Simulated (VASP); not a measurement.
Output of a VASP run:

OUTCAR:
```
 ion  position               nearest neighbor table
   1  0.667  0.333  0.875-   4 2.39   4 2.39   4 2.39   3 2.41
   2  0.333  0.667  0.375-   3 2.39   3 2.39   3 2.39   4 2.41
   3  0.667  0.333  0.500-   2 2.39   2 2.39   2 2.39   1 2.41
   4  0.333  0.667  0.000-   1 2.39   1 2.39   1 2.39   2 2.41
  LATTYP: Found a hexagonal cell.
 ALAT       =     3.9003054223
 C/A-ratio  =     1.6490659496
 Subroutine PRICEL returns:
 Original cell was already a primitive cell.
 Subroutine GETGRP returns: Found 12 space group operations
The static configuration has the point symmetry C_3v.
 The point group associated with its full space group is C_6v.
The dynamic configuration has the point symmetry C_3v.
 Subroutine INISYM returns: Found 12 space group operations
 Subroutine IBZKPT returns following result:
 Found     14 irreducible k-points:

 Following reciprocal coordinates:
            Coordinates               Weight
  0.000000  0.000000  0.000000      1.000000
  0.166667  0.000000  0.000000      6.000000
  0.333333  0.000000  0.000000      6.000000
  0.500000 -0.000000  0.000000      3.000000
  0.166667  0.166667  0.000000      6.000000
  0.333333  0.166667  0.000000     12.000000
  0.333333  0.333333  0.000000      2.000000
  0.000000  0.000000  0.333333      2.000000
  0.166667  0.000000  0.333333     12.000000
  0.333333  0.000000  0.333333     12.000000
  0.500000 -0.000000  0.333333      6.000000
  0.166667  0.166667  0.333333     12.000000
  0.333333  0.166667  0.333333     24.000000
  0.333333  0.333333  0.333333      4.000000
   k-points           NKPTS =     14   k-points in BZ     NKDIM =     14   number of bands    NBANDS=     22
   number of dos      NEDOS =    301   number of ions     NIONS =      4
   total plane-waves  NPLWV =  32928
   dimension x,y,z NGX =    28 NGY =   28 NGZ =   42
   dimension x,y,z NGXF=    56 NGYF=   56 NGZF=   84
   ions per type =               2   2
   PREC   = accura    normal or accurate (medium, high low for compatibility)
   ISTART =      0    job   : 0-new  1-cont  2-samecut
   ICHARG =      2    charge: 1-file 2-atom 10-const
   ISPIN  =      1    spin polarized calculation?
   LNONCOLLINEAR =      F non collinear calculations
   LSORBIT =      F    spin-orbit coupling
   INIWAV =      1    electr: 0-lowe 1-rand  2-diag
   ENCUT  =  400.0 eV  29.40 Ry    5.42 a.u.   6.36  6.36 10.49*2*pi/ulx,y,z
   NELM   =    100;   NELMIN=  2; NELMDL= -5     # of ELM steps
   EDIFF  = 0.1E-05   stopping-criterion for ELM
   LREAL  =      F    real-space projection
   NLSPLINE    = F    spline interpolate recip. space projectors
   LMAXMIX     =    4 max onsite mixed and CHGCAR
   VOSKOWN=      0    Vosko Wilk Nusair interpolation
   EDIFFG = -.2E-01   stopping-criterion for IOM
   NSW    =     60    number of steps for IOM
   NBLOCK =      1;   KBLOCK =     60    inner block; outer block
   IBRION =      2    ionic relax: 0-MD 1-quasi-New 2-CG
   NFREE  =      1    steps in history (QN), initial steepest desc. (CG)
   ISIF   =      3    stress and relaxation
   ISYM   =      2    0-nonsym 1-usesym 2-fastsym
   TEIN   =    0.0    initial temperature
   TEBEG  =    0.0;   TEEND  =   0.0 temperature during run
   SMASS  =  -3.00    Nose mass-parameter (am)
   PSTRESS=    0.0 pullay stress
   NELECT =      36.0000    total number of electrons
   EFERMI =   0.00;   METHOD = LEGACY
   ISMEAR =     0;   SIGMA  =   0.05  broadening in eV -4-tet -1-fermi 0-gaus
   IALGO  =     38    algorithm
   LDIAG  =      T    sub-space diagonalisation (order eigenvalues)
   IMIX   =      4    mixing-type and parameters
     AMIX     =   0.40;   BMIX     =  1.00
     AMIX_MAG =   1.60;   BMIX_MAG =  1.00
     AMIN     =   0.10
   METAGGA = R2SCAN    functional components
   VOSKOWN =     0    Vosko Wilk Nusair interpolation
   LHFCALC =     F    Hartree Fock is set to
   LHFONE  =     F    Hartree Fock one center treatment
   AEXX    =    0.0000 exact exchange contribution
   IVDW    =     0    specifies the selected vdW correction
...
```

**OSZICAR**
```
...
DAV:   7    -0.434004015491E+02    0.33679E+01   -0.70948E-01   688   0.771E+00    0.818E-01
DAV:   8    -0.447940699760E+02   -0.13937E+01   -0.61330E-01   664   0.588E+00    0.248E-01
DAV:   9    -0.450785014262E+02   -0.28443E+00   -0.92345E-02   748   0.201E+00    0.289E-01
DAV:  10    -0.451166451023E+02   -0.38144E-01   -0.68911E-02   646   0.204E+00    0.260E-01
DAV:  11    -0.451097309265E+02    0.69142E-02   -0.13409E-02   676   0.900E-01    0.169E-01
DAV:  12    -0.451279280852E+02   -0.18197E-01   -0.10431E-02   652   0.817E-01    0.578E-02
DAV:  13    -0.451283420890E+02   -0.41400E-03   -0.44924E-04   712   0.184E-01    0.469E-02
DAV:  14    -0.451285746479E+02   -0.23256E-03   -0.25259E-05   760   0.389E-02    0.422E-02
DAV:  15    -0.451279240257E+02    0.65062E-03   -0.32735E-05   594   0.437E-02    0.481E-02
DAV:  16    -0.451304712520E+02   -0.25472E-02   -0.18194E-03   628   0.304E-01    0.493E-03
DAV:  17    -0.451304735660E+02   -0.23141E-05   -0.53991E-05   784   0.597E-02    0.722E-03
DAV:  18    -0.451304769139E+02   -0.33478E-05   -0.16942E-06   542   0.102E-02    0.645E-03
DAV:  19    -0.451304839693E+02   -0.70554E-05   -0.14833E-06   486   0.114E-02    0.405E-03
DAV:  20    -0.451304801539E+02    0.38154E-05   -0.52691E-06   556   0.151E-02    0.434E-03
DAV:  21    -0.451304895397E+02   -0.93858E-05   -0.28481E-06   516   0.120E-02    0.363E-03
DAV:  22    -0.451304882851E+02    0.12546E-05   -0.17316E-07   350   0.352E-03    0.313E-03
DAV:  23    -0.451304882757E+02    0.94160E-08   -0.39855E-08   332   0.197E-03
   1 F= -.45130488E+02 E0= -.45130488E+02  d E =-.451305E+02
       N       E                     dE             d eps       ncg     rms          rms(c)
DAV:   1    -0.451410273099E+02   -0.10539E-01   -0.15752E-01   768   0.709E+00    0.602E-01
DAV:   2    -0.451334835244E+02    0.75438E-02   -0.13244E-02   768   0.208E+00    0.321E-01
DAV:   3    -0.451305153570E+02    0.29682E-02   -0.56980E-03   872   0.119E+00    0.763E-02
DAV:   4    -0.451306511298E+02   -0.13577E-03   -0.81652E-04   706   0.385E-01    0.442E-02
DAV:   5    -0.451305099308E+02    0.14120E-03   -0.24279E-04   652   0.141E-01    0.171E-02
DAV:   6    -0.451306659770E+02   -0.15605E-03   -0.11644E-04   628   0.883E-02    0.102E-02
DAV:   7    -0.451306787437E+02   -0.12767E-04   -0.84554E-06   608   0.308E-02    0.446E-03
DAV:   8    -0.451306758783E+02    0.28654E-05   -0.38724E-06   540   0.185E-02    0.102E-03
DAV:   9    -0.451306807836E+02   -0.49053E-05   -0.16888E-06   488   0.118E-02    0.520E-04
DAV:  10    -0.451306798379E+02    0.94572E-06   -0.12690E-07   362   0.347E-03
   2 F= -.45130680E+02 E0= -.45130680E+02  d E =-.191562E-03
       N       E                     dE             d eps       ncg     rms          rms(c)
DAV:   1    -0.451324700410E+02   -0.17893E-02   -0.25042E-02   762   0.280E+00    0.242E-01
DAV:   2    -0.451312677171E+02    0.12023E-02   -0.21310E-03   736   0.847E-01    0.129E-01
DAV:   3    -0.451308079587E+02    0.45976E-03   -0.91300E-04   860   0.482E-01    0.311E-02
DAV:   4    -0.451308327552E+02   -0.24796E-04   -0.12997E-04   706   0.153E-01    0.182E-02
DAV:   5    -0.451307951661E+02    0.37589E-04   -0.39323E-05   640   0.573E-02    0.710E-03
DAV:   6    -0.451308267975E+02   -0.31631E-04   -0.18424E-05   536   0.343E-02    0.422E-03
DAV:   7    -0.451308254048E+02    0.13927E-05   -0.12461E-06   452   0.126E-02    0.174E-03
DAV:   8    -0.451308263560E+02   -0.95127E-06   -0.69440E-07   416   0.869E-03
   3 F= -.45130826E+02 E0= -.45130826E+02  d E =-.338080E-03
```

### OUTCAR
```
------------------------ aborting loop because EDIFF is reached ----------------------------------------
  FORCE on cell =-STRESS in cart. coord.  units (eV):
  Direction    XX          YY          ZZ          XY          YZ          ZX
  --------------------------------------------------------------------------------------
  Total       -0.0134258     -0.0134258      0.0077969      0.0000000      0.0000000      0.0000000
  in kB       -0.2529955     -0.2529955      0.1469244      0.0000000      0.0000000      0.0000000
  external PRESSURE =      -0.1196889 kB  Pullay stress =       0.0000000 kB
  volume of cell :       85.02
      direct lattice vectors                 reciprocal lattice vectors
     3.903130962 -0.000000000  0.000000000     0.256204573  0.147919774 -0.000000000
    -1.951565481  3.380210679  0.000000000     0.000000000  0.295839548 -0.000000000
     0.000000000  0.000000000  6.444372076     0.000000000  0.000000000  0.155174156
 POSITION                                       TOTAL-FORCE (eV/Angst)
 -----------------------------------------------------------------------------------
      1.95157      1.12674      5.63628        -0.000000      0.000000     -0.011442
     -0.00000      2.25347      2.41409         0.000000      0.000000     -0.011442
      1.95157      1.12674      3.22473        -0.000000      0.000000      0.011442
     -0.00000      2.25347      0.00255         0.000000     -0.000000      0.011442
 -----------------------------------------------------------------------------------
    total drift:                                0.000093     -0.000055      0.009503
  FREE ENERGIE OF THE ION-ELECTRON SYSTEM (eV)
  ---------------------------------------------------
  free  energy   TOTEN  =       -45.1308263560 eV

  energy  without entropy=      -45.1308263560  energy(sigma->0) =      -45.13082636

 reached required accuracy - stopping structural energy minimisation
```
(Selected blocks of OUTCAR.)

**POSCAR**
```
SiGe
1
    3.9003054223     0.0000000000     0.0000000000
   -1.9501527112     3.3777636901     0.0000000000
    0.0000000000    -0.0000000000     6.4318608648
Si Ge
2 2
Direct
  0.6666670000   0.3333330000   0.8746014851
  0.3333330000   0.6666670000   0.3746014851
  0.6666670000   0.3333330000   0.5003985149
  0.3333330000   0.6666670000   0.0003985149
```

Question: Reconstruct the remaining input files.

Answer: Several could match; the one computed here: the input of the run itself, r2SCAN meta-GGA, plane waves, VASP's PBE PAW potentials (set 64).

**KPOINTS**
```
Automatic mesh
0
G
 6 6 3
0 0 0
```

**INCAR**
```
SYSTEM = SiGe
PREC = Accurate; ENCUT = 400; LREAL = .False.
LASPH = .True.
EDIFF = 1E-6; NELM = 100; ALGO = Normal
LMAXMIX = 4; LMIXTAU = .True.
ISMEAR = 0; SIGMA = 0.05
METAGGA = R2SCAN
IBRION = 2; NSW = 60; ISIF = 3
EDIFFG = -0.02
LWAVE = .False.; LCHARG = .False.
```

POTCAR, in this order: Si Ge_d (PBE.64 set). Program: vasp_std.

The structure comes from a computed database's SiGe entry (P6_3mc); how it stands against other phases isn't given here. This run relaxes it. Symmetry was kept, so distortions that lower it aren't found. The start is the result of an earlier pass.
